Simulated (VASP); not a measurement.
Y3Mg: single point with LDA

Crystal: Y3Mg.

```
CELL_PARAMETERS angstrom
4.79063 0.00000 0.00000
0.00000 4.79063 0.00000
0.00000 0.00000 4.79063
ATOMIC_POSITIONS crystal
Y 0.50000 0.50000 0.00000
Y 0.50000 0.00000 0.50000
Y 0.00000 0.50000 0.50000
Mg 0.00000 0.00000 0.00000
```

The cell comes from a database or a generator and needn't be the stable form of this composition.

```yaml
Program: VASP 6.6.1
Task: single point
Functional: LDA
Potentials_or_basis: VASP PAW LDA potentials, release 64 (Y_sv, Mg)
Cutoff: 520 eV
k_mesh: 4 × 4 × 4
Occupations: fermi-dirac, width 0.05 eV
Spin: no spin polarisation
```

* Pressure: -0.3 GPa
* Band gap on the k mesh: none (metal or under the smearing width)

Levels at points of the mesh, in eV from the Fermi level:
| k point | band 15 | band 16 | band 17 | band 18 | band 19 | band 20 |
| --- | --- | --- | --- | --- | --- | --- |
| (0.00, 0.00, 0.00) | -0.99 | -0.99 | -0.50 | -0.50 | -0.50 | 1.88 |
| (0.50, 0.00, 0.00) | -1.19 | -0.19 | -0.19 | 0.01 | 0.46 | 1.26 |
| (0.50, 0.50, 0.00) | -1.89 | -0.90 | -0.41 | 0.43 | 0.53 | 0.53 |
| (0.50, 0.50, 0.50) | -1.53 | -1.53 | 0.29 | 0.29 | 0.29 | 1.32 |

Run time: 34 s on 1 thread of Intel(R) Xeon(R) Platinum 8559C (Emerald Rapids), on a shared host, peak memory 0.19 GiB.
